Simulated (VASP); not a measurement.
Computed with RPBE GGA, VASP's PBE PAW potentials (set 64) (plane waves; VASP 6.6.1).

The input files of a VASP run:

File KPOINTS:
```
kpoints
0
Gamma
  10 10 10
0 0 0
```

POSCAR:
```
GaAs
1
   -0.0000000000     2.9043792721     2.9043792721
    2.9043792721     0.0000000000     2.9043792721
    2.9043792721     2.9043792721     0.0000000000
Ga As
1 1
Direct
  0.0000000000   0.0000000000   0.0000000000
  0.2500000000   0.2500000000   0.2500000000
```

**INCAR**
```
! general
SYSTEM  = GaAs
PREC    = Accurate
ENCUT   = 520
LREAL   = .FALSE.
LASPH   = .TRUE.

! electronic loop
EDIFF   = 1E-6
NELM    = 100
ALGO    = Normal
LMAXMIX = 4

! smearing
ISMEAR  = 1
SIGMA   = 0.1

! functional
GGA     = RP

! ions
IBRION  = 2
NSW     = 60
ISIF    = 3
EDIFFG  = -0.01

! output
LWAVE   = .FALSE.
LCHARG  = .FALSE.
```

POTCAR, in this order: Ga_d As (PBE.64 set). Program: vasp_std.

What VASP printed:

OUTCAR:
```
 ion  position               nearest neighbor table
   1  0.000  0.000  0.000-   2 2.52   2 2.52   2 2.52   2 2.52
   2  0.250  0.250  0.250-   1 2.52   1 2.52   1 2.52   1 2.52
  LATTYP: Found a face centered cubic cell.
 ALAT       =     5.8087585442
 Subroutine PRICEL returns:
 Original cell was already a primitive cell.
 Subroutine GETGRP returns: Found 24 space group operations
The static configuration has the point symmetry T_d .
The dynamic configuration has the point symmetry T_d .
 Subroutine INISYM returns: Found 24 space group operations
 Subroutine IBZKPT returns following result:
 Found     47 irreducible k-points:

 Following reciprocal coordinates:
            Coordinates               Weight
  0.000000  0.000000  0.000000      1.000000
  0.100000  0.000000  0.000000      8.000000
  0.200000  0.000000  0.000000      8.000000
  0.300000  0.000000  0.000000      8.000000
  0.400000  0.000000  0.000000      8.000000
  0.500000  0.000000  0.000000      4.000000
  0.100000  0.100000  0.000000      6.000000
  0.200000  0.100000  0.000000     24.000000
  0.300000  0.100000  0.000000     24.000000
...
```

### OSZICAR
```
       N       E                     dE             d eps       ncg     rms          rms(c)
DAV:   1     0.822874517584E+02    0.82287E+02   -0.93532E+03  1238   0.185E+03
DAV:   2    -0.123710156986E+01   -0.83525E+02   -0.80610E+02  1320   0.325E+02
DAV:   3    -0.759461835291E+01   -0.63575E+01   -0.63030E+01  1557   0.755E+01
DAV:   4    -0.770543444315E+01   -0.11082E+00   -0.11079E+00  1383   0.111E+01
DAV:   5    -0.770744116193E+01   -0.20067E-02   -0.20065E-02  1490   0.125E+00    0.274E+00
DAV:   6    -0.759907605541E+01    0.10837E+00   -0.23524E-01  1861   0.844E+00    0.167E+00
DAV:   7    -0.759462117173E+01    0.44549E-02   -0.65836E-02  1584   0.197E+00    0.570E-01
DAV:   8    -0.759904524970E+01   -0.44241E-02   -0.12130E-02  1372   0.144E+00    0.897E-02
DAV:   9    -0.760004939528E+01   -0.10041E-02   -0.17027E-03  1472   0.534E-01    0.681E-02
DAV:  10    -0.760022483793E+01   -0.17544E-03   -0.15126E-04  1397   0.114E-01    0.374E-02
DAV:  11    -0.760039633258E+01   -0.17149E-03   -0.40513E-04  1287   0.137E-01    0.759E-03
DAV:  12    -0.760039787382E+01   -0.15412E-05   -0.47206E-06  1514   0.284E-02    0.364E-03
DAV:  13    -0.760039977552E+01   -0.19017E-05   -0.34090E-06  1322   0.129E-02    0.962E-04
DAV:  14    -0.760039976643E+01    0.90818E-08   -0.49263E-08   861   0.209E-03
   1 F= -.76003998E+01 E0= -.76004345E+01  d E =-.760040E+01
```

**OUTCAR**
```
------------------------ aborting loop because EDIFF is reached ----------------------------------------
  FORCE on cell =-STRESS in cart. coord.  units (eV):
  Direction    XX          YY          ZZ          XY          YZ          ZX
  --------------------------------------------------------------------------------------
  Total        0.0004225      0.0004225      0.0004225      0.0000000     -0.0000000     -0.0000000
  in kB        0.0138153      0.0138153      0.0138153      0.0000000     -0.0000000     -0.0000000
  external PRESSURE =       0.0138153 kB  Pullay stress =       0.0000000 kB
  volume of cell :       49.00
      direct lattice vectors                 reciprocal lattice vectors
     0.000000000  2.904379272  2.904379272    -0.172153825  0.172153825  0.172153825
     2.904379272  0.000000000  2.904379272     0.172153825 -0.172153825  0.172153825
     2.904379272  2.904379272  0.000000000     0.172153825  0.172153825 -0.172153825
  FREE ENERGIE OF THE ION-ELECTRON SYSTEM (eV)
  ---------------------------------------------------
  free  energy   TOTEN  =        -7.6003997664 eV

  energy  without entropy=       -7.6005040015  energy(sigma->0) =       -7.60043451

 reached required accuracy - stopping structural energy minimisation
```
(Selected blocks of OUTCAR.)

The compound is GaAs in the zinc blende structure. It was relaxed first, which changed the volume by +9 %. The start is the result of an earlier pass.
